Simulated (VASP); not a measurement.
Si (diamond): the bulk modulus from VASP (plane waves, PAW) at several levels of theory. Static lattice, third-order Birch-Murnaghan fit over five volumes. The path is coarsely sampled, so an indirect gap can come out somewhat too large.

| level | bulk modulus (GPa) | error against measurement |
|---|---|---|
| LDA | 96.7 | -4.1 % |
| PBE | 89.0 | -11.8 % |
| PBEsol | 93.8 | -7.0 % |
| revPBE | 86.3 | -14.4 % |
| RPBE | 85.4 | -15.3 % |
| AM05 | 92.9 | -7.8 % |
| PW91 | 89.0 | -11.7 % |
| PBE-D3 (zero damping) | 88.5 | -12.2 % |
| PBE-D3(BJ) | 91.6 | -9.1 % |
| PBE-D4 | 94.2 | -6.5 % |
| optB88-vdW | 88.6 | -12.1 % |
| optB86b-vdW | 91.1 | -9.6 % |
| vdW-DF2 | 77.7 | -22.9 % |
| rev-vdW-DF2 | 90.6 | -10.1 % |
| vdW-DF-cx | 92.8 | -7.9 % |
| TPSS | 92.3 | -8.4 % |
| revTPSS | 94.1 | -6.7 % |
| MS2 | 102 | +1.1 % |
| SCAN | 99.3 | -1.5 % |
| r2SCAN | 97.5 | -3.3 % |
| r2SCAN+rVV10 | 99.1 | -1.7 % |
| HSE06 | 99.2 | -1.6 % |
| HSEsol | 102 | +1.4 % |
| PBE0 | 100 | -0.7 % |

Measured: 101 GPa at 0 K (as given by Jianwei Sun et al., Physical Review B (2011), doi:10.1103/physrevb.84.035117; 0 K value with zero-point phonon effects removed).

The cell of the LDA run:

```
CELL_PARAMETERS angstrom
      0.00000     2.70163     2.70163
      2.70163     0.00000     2.70163
      2.70163     2.70163     0.00000
ATOMIC_POSITIONS crystal
  Si 0.00000 0.00000 0.00000
  Si 0.25000 0.25000 0.25000
```

Only levels that ran to the end are used. Left out are those held back, those with too coarse a band path, GW runs whose mesh misses a band edge, hybrids' fits of cells that aren't cubic and levels without matching references; a question may draw on a part of the rest.

The compound is Si in the diamond structure.
